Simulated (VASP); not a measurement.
# Sr2MoO4: structure and properties in VASP

Aim: relax Sr2MoO4, then compute properties on the relaxed cell. The steps: relaxing cell and atoms (AM05), second relaxation, density, ELF and potential (AM05), band structure (AM05), density of states (AM05), vibrations at Γ (AM05) and field gradients at the nuclei (AM05). The start is a computed cell from the Materials Project.

Program: VASP 6.6.1. Level of theory: AM05, no spin polarisation; plane waves and PAW (Sr_sv, Mo_sv, O). Results are calculated unless marked as measured.

## Step 1: The starting structure

Before any relaxation, the start is as follows. Symmetry: I4/mmm, No. 139, tetragonal system. The conventional cell has a = 3.894 Å, b = 3.894 Å, c = 12.967 Å, α = 90.00°, β = 90.00°, γ = 90.00°. Sr has 9 O at 2.44 to 2.76 Å nearest. Mo has 6 O at 1.95 to 2.12 Å nearest. O has 2 Mo at 1.95 Å and 4 Sr at 2.74 Å nearest. Nearest to O lie 1 Mo at 2.12 Å and 5 Sr at 2.44 to 2.76 Å. Farther neighbours and most contacts between anions are not listed.

Structure file:

```cif
data_structure
_symmetry_space_group_name_H-M 'I4/mmm'
_symmetry_Int_Tables_number 139
_cell_length_a 3.8936
_cell_length_b 3.8936
_cell_length_c 12.9674
_cell_angle_alpha 90.000
_cell_angle_beta 90.000
_cell_angle_gamma 90.000
_cell_volume 196.58
loop_
_atom_site_label
_atom_site_type_symbol
_atom_site_symmetry_multiplicity
_atom_site_Wyckoff_symbol
_atom_site_fract_x
_atom_site_fract_y
_atom_site_fract_z
_atom_site_occupancy
Sr1 Sr 4 e 0.50000 0.50000 0.85106 1
Mo1 Mo 2 a 0.00000 0.00000 0.00000 1
O1 O 4 c 0.00000 0.50000 0.00000 1
O2 O 4 e 0.00000 0.00000 0.83682 1
```

## Step 2: Relaxing cell and atoms (AM05)

The start need not lie at this functional's minimum. ISIF = 3 frees volume, shape and positions, and EDIFFG sets the threshold on forces and stress at which the search stops. AM05 is built from the electron gas and the surface model, and does well on lattice constants.

The input, INCAR:

```
SYSTEM = Sr2MoO4
PREC = Accurate
ENCUT = 520
EDIFF = 1E-06
NELM = 100
ISMEAR = 0
SIGMA = 0.05
LREAL = .FALSE.
ALGO = Normal
GGA = AM
NBANDS = 36
LASPH = .TRUE.
LORBIT = 11
LWAVE = .FALSE.
LCHARG = .FALSE.
KPAR = 4
IBRION = 2
NSW = 60
ISIF = 3
EDIFFG = -0.01
```

The input, POSCAR:

```
Sr2MoO4
1.0
    0.0000000000     -3.8935614830      0.0000000000
   -3.8935614830      0.0000000000      0.0000000000
    1.9467807415     -1.9467807415     -6.4837030641
Sr Mo O
2 1 4
Direct
    0.3510579900      0.6489420100      0.2978840200
    0.6489420100      0.3510579900      0.7021159800
    0.0000000000      0.0000000000      0.0000000000
    0.5000000000      0.0000000000      0.0000000000
    0.0000000000      0.5000000000      0.0000000000
    0.8368215200      0.1631784800      0.3263569600
    0.1631784800      0.8368215200      0.6736430400
```

The input, KPOINTS:

```
Automatic mesh
0
Gamma
6 6 6
0 0 0
```

PAW data sets: Sr_sv, Mo_sv and O (PBE family, release 64).

Started as:

```sh
mpirun -np 4 vasp_std
```

What it wrote:

```text
[banner, memory and clock lines left out]
running    4 mpi-ranks, on    1 nodes
 distrk:  each k-point on    1 cores,    4 groups
 distr:  one band on    1 cores,    1 groups

 POSCAR found type information on POSCAR SrMoO
 POSCAR found :  3 types and       7 ions
|                                                                             |
|               ----> ADVICE to this user running VASP <----                  |
|                                                                             |
|     You enforced a specific xc type in the INCAR file but a different       |
|     [... a line on the potential file left out ...]
|     I HOPE YOU KNOW WHAT YOU ARE DOING!                                     |
|                                                                             |

 LDA part: xc-table for (Slater+PW92), standard interpolation
 POSCAR, INCAR and KPOINTS ok, starting setup
 FFT: planning ... GRIDC
 FFT: planning ... GRID_SOFT
 FFT: planning ... GRID
 WAVECAR not read
 entering main loop
       N       E                     dE             d eps       ncg     rms          rms(c)
DAV:   1     0.441717287266E+03    0.44172E+03   -0.31973E+04  2160   0.159E+03
DAV:   2    -0.332442306348E+02   -0.47496E+03   -0.46692E+03  2684   0.396E+02
DAV:   3    -0.602168238815E+02   -0.26973E+02   -0.26827E+02  3060   0.904E+01
DAV:   4    -0.607862281365E+02   -0.56940E+00   -0.56631E+00  3200   0.106E+01
DAV:   5    -0.607924215558E+02   -0.61934E-02   -0.61783E-02  2868   0.105E+00    0.474E+01
DAV:   6    -0.531226209031E+02    0.76698E+01   -0.53517E+01  2440   0.368E+01    0.238E+01
DAV:   7    -0.528422338449E+02    0.28039E+00   -0.66477E+00  2432   0.142E+01    0.156E+01
DAV:   8    -0.527827167835E+02    0.59517E-01   -0.90048E-01  2596   0.620E+00    0.310E+00
DAV:   9    -0.527658224980E+02    0.16894E-01   -0.15208E-01  2960   0.207E+00    0.413E-01
DAV:  10    -0.527673406866E+02   -0.15182E-02   -0.81678E-03  2968   0.512E-01    0.268E-01
DAV:  11    -0.527688224947E+02   -0.14818E-02   -0.23307E-03  2464   0.278E-01    0.135E-01
DAV:  12    -0.527689974160E+02   -0.17492E-03   -0.45464E-04  2808   0.122E-01    0.377E-02
DAV:  13    -0.527690257512E+02   -0.28335E-04   -0.34838E-05  2908   0.331E-02    0.206E-02
DAV:  14    -0.527690500368E+02   -0.24286E-04   -0.36457E-05  2504   0.314E-02    0.122E-02
DAV:  15    -0.527690516201E+02   -0.15832E-05   -0.70718E-06  2380   0.139E-02    0.421E-03
DAV:  16    -0.527690513245E+02    0.29558E-06   -0.10295E-06  1844   0.528E-03
   1 F= -.52769051E+02 E0= -.52766932E+02  d E =-.527691E+02
 curvature:   0.00 expect dE= 0.000E+00 dE for cont linesearch  0.000E+00
 trial: gam= 0.00000 g(F)=  0.233E-02 g(S)=  0.333E-01 ort = 0.000E+00 (trialstep = 0.100E+01)
 search vector abs. value=  0.357E-01
 bond charge predicted
       N       E                     dE             d eps       ncg     rms          rms(c)
DAV:   1    -0.530530580331E+02   -0.28401E+00   -0.83944E+00  2404   0.201E+01    0.630E+00
DAV:   2    -0.528070812874E+02    0.24598E+00   -0.78312E-01  2456   0.540E+00    0.162E+00
DAV:   3    -0.527716947660E+02    0.35387E-01   -0.10723E-01  2864   0.211E+00    0.725E-01
DAV:   4    -0.527694448868E+02    0.22499E-02   -0.95789E-03  3160   0.525E-01    0.585E-01
DAV:   5    -0.527697918033E+02   -0.34692E-03   -0.53289E-03  3528   0.307E-01    0.406E-01
DAV:   6    -0.527703940509E+02   -0.60225E-03   -0.12874E-03  3544   0.152E-01    0.584E-02
DAV:   7    -0.527703596794E+02    0.34372E-04   -0.22511E-04  2588   0.845E-02    0.272E-02
DAV:   8    -0.527703671472E+02   -0.74678E-05   -0.30175E-05  3264   0.259E-02    0.136E-02
DAV:   9    -0.527703698941E+02   -0.27468E-05   -0.36156E-06  2020   0.125E-02    0.419E-03
DAV:  10    -0.527703693892E+02    0.50489E-06   -0.89832E-07  1380   0.562E-03
   2 F= -.52770369E+02 E0= -.52768471E+02  d E =-.131806E-02
[...]
3 F= -.52778436E+02 E0= -.52776437E+02  d E =-.938461E-02
[...]
4 F= -.52778754E+02 E0= -.52776736E+02  d E =-.318408E-03
[...]
5 F= -.52778757E+02 E0= -.52776737E+02  d E =-.321349E-03
 curvature:  -0.51 expect dE=-0.373E-04 dE for cont linesearch -0.155E-06
 trial: gam= 0.09214 g(F)=  0.690E-04 g(S)=  0.397E-05 ort = 0.141E-04 (trialstep = 0.924E+00)
 search vector abs. value=  0.811E-04
 bond charge predicted
       N       E                     dE             d eps       ncg     rms          rms(c)
DAV:   1    -0.527788389508E+02   -0.81522E-04   -0.14411E-02  2160   0.651E-01    0.678E-02
DAV:   2    -0.527788131181E+02    0.25833E-04   -0.33043E-04  2512   0.107E-01    0.274E-02
DAV:   3    -0.527788049749E+02    0.81431E-05   -0.26676E-05  2944   0.290E-02    0.137E-02
DAV:   4    -0.527788037912E+02    0.11837E-05   -0.48054E-06  2596   0.133E-02    0.871E-03
DAV:   5    -0.527788038410E+02   -0.49758E-07   -0.69183E-07  1392   0.536E-03
   6 F= -.52778804E+02 E0= -.52776776E+02  d E =-.465539E-04
 trial-energy change:   -0.000047  1 .order   -0.000048   -0.000069   -0.000027
 step:   1.5358(harm=  1.5358)  dis= 0.00168  next Energy=   -52.778814 (dE=-0.570E-04)
 reached required accuracy - stopping structural energy minimisation
```

Wall time 70 s (4 MPI ranks of Intel Xeon 6975P-C (Granite Rapids), shared host); peak memory 1.1 GiB.

Lines that name or quote the potential files are left out of all logs, and their timing lines are given in words.

From OUTCAR (step 2):

```text
ion  position               nearest neighbor table
   1  0.351  0.649  0.298-   7 2.44   4 2.74   5 2.74   5 2.74   4 2.74   6 2.76   6 2.76   6 2.76
                             6 2.76   3 3.36   3 3.36   3 3.36   3 3.36   2 3.80   2 3.80   2 3.80
   2  0.649  0.351  0.702-   6 2.44   4 2.74   5 2.74   4 2.74   5 2.74   7 2.76   7 2.76   7 2.76
                             7 2.76   3 3.36   3 3.36   3 3.36   3 3.36   1 3.80   1 3.80   1 3.80
   3  0.000  0.000  0.000-   4 1.95   5 1.95   5 1.95   4 1.95   6 2.12   7 2.12   2 3.36   1 3.36
                             1 3.36   2 3.36   2 3.36   1 3.36   1 3.36   2 3.36
   4  0.500  0.000  0.000-   3 1.95   3 1.95   2 2.74   1 2.74   2 2.74   1 2.74
   5  0.000  0.500  0.000-   3 1.95   3 1.95   2 2.74   2 2.74   1 2.74   1 2.74
   6  0.837  0.163  0.326-   3 2.12   2 2.44   1 2.76   1 2.76   1 2.76   1 2.76
   7  0.163  0.837  0.674-   3 2.12   1 2.44   2 2.76   2 2.76   2 2.76   2 2.76

  LATTYP: Found a body centered tetragonal cell.
 ALAT       =     3.8935614830
 C/A-ratio  =     3.3304742162

 Subroutine GETGRP returns: Found 16 space group operations
 (whereof 16 operations were pure point group operations)

The static configuration has the point symmetry D_4h.

 Found     30 irreducible k-points:

   k-points           NKPTS =     30   k-points in BZ     NKDIM =     30   number of bands    NBANDS=     36

   dimension x,y,z NGX =    30 NGY =   30 NGZ =   54
   dimension x,y,z NGXF=    60 NGYF=   60 NGZF=  108

   ENCUT  =  520.0 eV  38.22 Ry    6.18 a.u.   7.24  7.24 13.10*2*pi/ulx,y,z

   NELECT =      58.0000    total number of electrons

 k-points in reciprocal lattice and weights: Automatic mesh
   0.00000000  0.00000000  0.00000000       0.005
   0.16666667  0.00000000 -0.00000000       0.037
   0.33333333  0.00000000  0.00000000       0.037
   0.50000000  0.00000000 -0.00000000       0.019
   0.16666667  0.16666667  0.00000000       0.019
   0.33333333  0.16666667  0.00000000       0.074
   0.50000000  0.16666667 -0.00000000       0.074
  -0.33333333  0.16666667  0.00000000       0.074
  -0.16666667  0.16666667  0.00000000       0.037
[...]
-0.16666667  0.16666667  0.33333333       0.019
   0.00000000  0.00000000  0.50000000       0.005

 average (electrostatic) potential at core
       1 -34.6475       2 -34.6475       3 -76.6794       4 -70.8156       5 -70.8156
       6 -69.1445       7 -69.1445

 E-fermi :   6.1275

 k-point     1 :       0.0000    0.0000    0.0000
  band No.  band energies     occupation
    ...
     27       3.0298      2.00000
     28       3.0298      2.00000
     29       4.2600      2.00000
     30       5.4247      2.00000
     31       5.4247      2.00000
     32       7.7945      0.00000
     33       8.4232      0.00000
     34       8.4687      0.00000
     35       9.1935      0.00000
     36       9.2958      0.00000

 k-point     2 :       0.1667    0.0000   -0.0000
  band No.  band energies     occupation
    ...
     27       2.8621      2.00000
     28       2.9653      2.00000
     29       5.0945      2.00000
     30       5.5232      2.00000
     31       5.7599      2.00000
     32       8.4174      0.00000
     33       8.7863      0.00000
     34       9.0364      0.00000
     35       9.7754      0.00000
     36       9.8327      0.00000

 k-point     3 :       0.3333    0.0000    0.0000
  band No.  band energies     occupation
    ...
     25       1.9886      2.00000
     26       2.5798      2.00000
     27       2.5895      2.00000
     28       2.8336      2.00000
     29       5.7226      2.00000
     30       6.4683      0.00000
     31       6.7728      0.00000
     32       9.0164      0.00000
     33       9.5776      0.00000
     34       9.9438      0.00000
    ...

  Total       -0.0075254     -0.0075254     -0.0130658      0.0000000      0.0000000      0.0000000
  in kB       -0.1242976     -0.1242976     -0.2158068      0.0000000      0.0000000      0.0000000
  external PRESSURE =      -0.1548007 kB  Pullay stress =       0.0000000 kB

  energy-cutoff  :      520.00
  volume of cell :       97.00
      direct lattice vectors                 reciprocal lattice vectors
     0.000000000 -3.883129404 -0.000000000    -0.000000000 -0.257524253  0.077723766
    -3.883129404  0.000000000 -0.000000000    -0.257524253  0.000000000 -0.077723766
     1.941564702 -1.941564702 -6.433038738     0.000000000  0.000000000 -0.155447533

 POSITION                                       TOTAL-FORCE (eV/Angst)
 -----------------------------------------------------------------------------------
     -1.94156     -1.94156     -1.91604        -0.000000      0.000000      0.006703
      0.00000     -3.88313     -4.51700         0.000000     -0.000000     -0.006703
     -1.94156     -1.94156     -6.43304        -0.000000      0.000000      0.000000
     -1.94156     -3.88313     -6.43304         0.000000      0.000000      0.000000
      0.00000     -1.94156     -6.43304        -0.000000     -0.000000      0.000000
      0.00000     -3.88313     -2.09668        -0.000000      0.000000     -0.007778
     -1.94156     -1.94156     -4.33636         0.000000     -0.000000      0.007778
 -----------------------------------------------------------------------------------
    total drift:                               -0.000000     -0.000000     -0.000000

  FREE ENERGIE OF THE ION-ELECTRON SYSTEM (eV)
  ---------------------------------------------------
  free  energy   TOTEN  =       -52.7788038410 eV

  energy  without entropy=      -52.7747490166  energy(sigma->0) =      -52.77677643

 reached required accuracy - stopping structural energy minimisation

 total charge
# of ion       s       p       d       tot
------------------------------------------
    1        2.002   5.759   0.239   8.000
    2        2.002   5.759   0.239   8.000
    3        2.330   6.302   3.866  12.497
    4        1.561   3.498   0.000   5.059
    5        1.561   3.498   0.000   5.059
    6        1.550   3.416   0.000   4.966
    7        1.550   3.416   0.000   4.966
--------------------------------------------------
tot         12.557  31.646   4.343  48.547

[... 3 further parts left out ...]
```

This run has no spin polarisation, although Mo can carry a moment. The PAW data sets were made with PBE, which is usual practice but a small mismatch for other functionals. The run keeps the 16 symmetry operations of its start, so it cannot find a distortion of lower symmetry.

The steps of the relaxation:

```tsv
step	energy less that of the first step (eV)	largest force (eV/Å)	pressure (GPa)	volume (Å³)
1	0.0000	0.1546	-2.01	98.29
2	-0.0013	0.1621	2.07	95.80
3	-0.0094	0.0036	0.07	96.99
4	-0.0097	0.0211	-0.03	97.02
5	-0.0097	0.0226	-0.02	97.02
6	-0.0098	0.0078	-0.02	97.00
```

```tsv
conventional cell, symmetrised	before	after	change
a (Å)	3.894	3.883	-0.3 %
b (Å)	3.894	3.883	-0.3 %
c (Å)	12.967	12.866	-0.8 %
volume (Å³/atom)	14.04	13.86	-1.3 %
```

The relaxed structure:

```cif
data_structure
_symmetry_space_group_name_H-M 'P 1'
_symmetry_Int_Tables_number 1
_cell_length_a 3.8831
_cell_length_b 3.8831
_cell_length_c 6.9945
_cell_angle_alpha 106.116
_cell_angle_beta 73.884
_cell_angle_gamma 90.000
_cell_volume 97.00
loop_
_atom_site_label
_atom_site_type_symbol
_atom_site_fract_x
_atom_site_fract_y
_atom_site_fract_z
_atom_site_occupancy
Sr1 Sr 0.35108 0.64892 0.29784 1
Sr2 Sr 0.64892 0.35108 0.70216 1
Mo3 Mo 0.00000 0.00000 0.00000 1
O4 O 0.50000 0.00000 0.00000 1
O5 O 0.00000 0.50000 0.00000 1
O6 O 0.83704 0.16296 0.32592 1
O7 O 0.16296 0.83704 0.67408 1
```

Numbers from this step:

```
electrons                       : 58
bands                           : 36
irreducible k-points            : 30
symmetry operations             : 16
free energy (TOTEN)             : -52.7788 eV
energy at zero smearing         : -52.7768 eV
Fermi energy                    : 6.128 eV
pressure                        : -0.01548 GPa
metallic                        : yes
SCF cycles over all ionic steps : 48
```

It ends with a largest force of 0.008 eV/Å and a pressure of -0.02 GPa.

[end of part 1 of 6]

[Lines on the potential files, build, host, timing and source positions are cut from VASP's logs without a mark.]

[Logs are printed without paths, hosts, clocks, repeated set-up lines and the standing remarks that a program may print on its own settings, such as how far it seeks lower states.]

[Hosts, paths, dates, database ids (printed as entryN), source tags and the programs' standing remarks are cut or masked in the printed files.]

[A measured line is paired with the nearest computed mode of its activity, which favours agreement.]
